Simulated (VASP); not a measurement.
Output of a VASP run:

File OSZICAR:
```
       N       E                     dE             d eps       ncg     rms          rms(c)
DAV:   1     0.198296883365E+02    0.19830E+02   -0.48019E+03  1836   0.919E+02
DAV:   2    -0.169279038210E+02   -0.36758E+02   -0.36383E+02  2079   0.169E+02
DAV:   3    -0.187102843509E+02   -0.17824E+01   -0.17336E+01  2883   0.291E+01
DAV:   4    -0.188029651984E+02   -0.92681E-01   -0.92390E-01  2788   0.535E+00
DAV:   5    -0.188043377006E+02   -0.13725E-02   -0.13698E-02  2949   0.459E-01    0.747E+00
DAV:   6    -0.149143030322E+02    0.38900E+01   -0.32819E+00  1953   0.956E+00    0.648E+00
DAV:   7    -0.150268220226E+02   -0.11252E+00   -0.61883E-01  2352   0.669E+00    0.574E+00
DAV:   8    -0.159951764819E+02   -0.96835E+00   -0.71762E-01  2036   0.606E+00    0.268E+00
DAV:   9    -0.151232135245E+02    0.87196E+00   -0.93350E-01  1903   0.583E+00    0.383E-01
DAV:  10    -0.150758957783E+02    0.47318E-01   -0.10882E-01  1962   0.391E+00    0.711E-01
DAV:  11    -0.151183410071E+02   -0.42445E-01   -0.16864E-01  1855   0.466E+00    0.782E-01
DAV:  12    -0.150728439032E+02    0.45497E-01   -0.16075E-01  1850   0.446E+00    0.215E-01
DAV:  13    -0.151051068144E+02   -0.32263E-01   -0.48021E-02  1849   0.233E+00    0.155E-01
DAV:  14    -0.151051580776E+02   -0.51263E-04   -0.17090E-04  2935   0.114E-01    0.169E-01
DAV:  15    -0.151053093133E+02   -0.15124E-03   -0.30666E-06  2787   0.240E-02    0.166E-01
DAV:  16    -0.151050037606E+02    0.30555E-03   -0.14638E-06  2383   0.150E-02    0.167E-01
DAV:  17    -0.151065237274E+02   -0.15200E-02   -0.10910E-04  1874   0.162E-01    0.125E-01
DAV:  18    -0.150985345744E+02    0.79892E-02   -0.44237E-03  1849   0.724E-01    0.114E-01
DAV:  19    -0.150989766032E+02   -0.44203E-03   -0.43619E-04  1870   0.175E-01    0.884E-02
DAV:  20    -0.150985399352E+02    0.43667E-03   -0.21504E-04  2455   0.112E-01    0.890E-02
DAV:  21    -0.150986089388E+02   -0.69004E-04   -0.19443E-05  2316   0.379E-02    0.110E-01
DAV:  22    -0.150985388795E+02    0.70059E-04   -0.30573E-05  2119   0.365E-02    0.129E-01
DAV:  23    -0.150985463902E+02   -0.75107E-05   -0.14551E-05  1919   0.484E-02    0.147E-01
DAV:  24    -0.150985457860E+02    0.60420E-06   -0.76045E-07  3187   0.872E-03    0.152E-01
DAV:  25    -0.150985482451E+02   -0.24591E-05   -0.26532E-07  1923   0.547E-03    0.149E-01
DAV:  26    -0.150985298672E+02    0.18378E-04   -0.12003E-05  1956   0.229E-02    0.119E-01
DAV:  27    -0.150985302798E+02   -0.41259E-06   -0.43299E-07  2844   0.429E-03    0.119E-01
DAV:  28    -0.150985302471E+02    0.32676E-07   -0.55799E-07  2223   0.682E-03
   1 F= -.15098530E+02 E0= -.15098006E+02  d E =-.157385E-02
```

File OUTCAR:
```
------------------------ aborting loop because EDIFF is reached ----------------------------------------
  FORCE on cell =-STRESS in cart. coord.  units (eV):
  Direction    XX          YY          ZZ          XY          YZ          ZX
  --------------------------------------------------------------------------------------
  Total        0.0374363      0.0412558      0.0412558     -0.0000000      0.0000000     -0.0000000
  in kB        1.0540476      1.1615880      1.1615880     -0.0000000      0.0000000     -0.0000000
  external PRESSURE =       1.1257412 kB  Pullay stress =       0.0000000 kB
  volume of cell :       56.90
      direct lattice vectors                 reciprocal lattice vectors
     0.000000000  3.047771325  3.047771325    -0.163238112  0.164054303  0.164054303
     3.063010182  0.000000000  3.047771325     0.163238112 -0.164054303  0.164054303
     3.063010182  3.047771325  0.000000000     0.163238112  0.164054303 -0.164054303
 POSITION                                       TOTAL-FORCE (eV/Angst)
 -----------------------------------------------------------------------------------
      0.00000      0.00000      0.00000         0.000000     -0.000000      0.000000
 -----------------------------------------------------------------------------------
    total drift:                                0.000000      0.000000      0.000000
  FREE ENERGIE OF THE ION-ELECTRON SYSTEM (eV)
  ---------------------------------------------------
  free  energy   TOTEN  =       -15.0985302471 eV

  energy  without entropy=      -15.0969563924  energy(sigma->0) =      -15.09800563
```
(Selected blocks of OUTCAR.)

POSCAR:
```
Sr
1
    0.0000000000     3.0477713251     3.0477713251
    3.0630101817     0.0000000000     3.0477713251
    3.0630101817     3.0477713251     0.0000000000
Sr
1
Direct
  0.0000000000   0.0000000000   0.0000000000
```

Problem. Write an INCAR and KPOINTS that could have produced this output.

Solution. One answer among several that fit: the input of the run itself, r2SCAN meta-GGA, plane waves, VASP's PBE PAW potentials (set 64).

INCAR:
```
# general
SYSTEM =Sr
PREC   =Accurate
ENCUT  =480   # plane-wave cut-off (eV)
LREAL  =F   # projection in real space or not
LASPH  =T   # aspherical one-centre terms

# electronic loop
EDIFF  =1E-7
NELM   =100   # most electronic steps
ALGO   =Normal   # blocked Davidson
LMAXMIX=4   # l cut-off of mixed one-centre charges
LMIXTAU=T

# smearing
ISMEAR =1
SIGMA  =0.1   # width (eV)

# functional
METAGGA=R2SCAN

# ions
ISIF   =2

# output
LWAVE  =F
LCHARG =F
```

### KPOINTS
```
Automatic mesh
0
Gamma
10 10 10
0 0 0
```

POTCAR, in this order: Sr_sv (PBE.64 set). Program: vasp_std.

The compound is Sr in the fcc structure. This cell was strained or had an atom moved on purpose.
